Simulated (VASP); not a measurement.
VASP ran on this input.

### POSCAR
```
Te
1
    3.1647170000     0.0000000000     0.0000000000
    0.0000000000     3.1647170000     0.0000000000
    0.0000000000     0.0000000000     3.1647170000
Te
1
Direct
  0.0000000000   0.0000000000   0.0000000000
```

File KPOINTS:
```
kpoints
0
Gamma
8 8 8
0 0 0
```

INCAR:
```
SYSTEM = Te
PREC = Accurate
ENCUT = 400
EDIFF = 1E-6
NELM = 100
ALGO = Normal
LREAL = .FALSE.
LASPH = .TRUE.
ISMEAR = 0
SIGMA = 0.05
METAGGA = R2SCAN
LMIXTAU = .TRUE.
LMAXMIX = 4
LWAVE = .FALSE.
LCHARG = .FALSE.
IBRION = 2
ISIF = 3
NSW = 60
EDIFFG = -0.01
```

POTCAR, in this order: Te (PBE.64 set). Program: vasp_std.

**Question.** Write an equivalent input for Ansatz.

**Answer.** One equivalent input (not run):
Ansatz 0.2 input:
```yaml
crystal:
  lattice:
    - [3.1647170, 0.0000000, 0.0000000]
    - [0.0000000, 3.1647170, 0.0000000]
    - [0.0000000, 0.0000000, 3.1647170]
  atoms:
    - { symbol: Te, position: [0.0000000, 0.0000000, 0.0000000] }
kpoints:
  mp_grid: { grid: [8, 8, 8] }
hamiltonian:
  xc: r2scan
  pseudopotentials: { kind: paw }
scf:
  occupations: { method: gaussian, width: 0.05 }
  max_iter: 100
relax:
  max_steps: 60
  f_tol: 0.01
  cell: {}
output: { forces: true, stress: true, eigenvalues: true }
```
Limits of the translation: each code has its own PAW files, so the cut-off isn't converted (ENCUT is set for VASP's; basis.ecutwfc is left out, and Ansatz then takes the one that its files recommend); Ansatz stops its SCF on the density residual and VASP on the energy change (EDIFF).

The structure was generated: Te was put into the simple-cubic type (Pm-3m), which need not be its known phase. This run relaxes it. Symmetry was kept, so distortions that lower it aren't found.
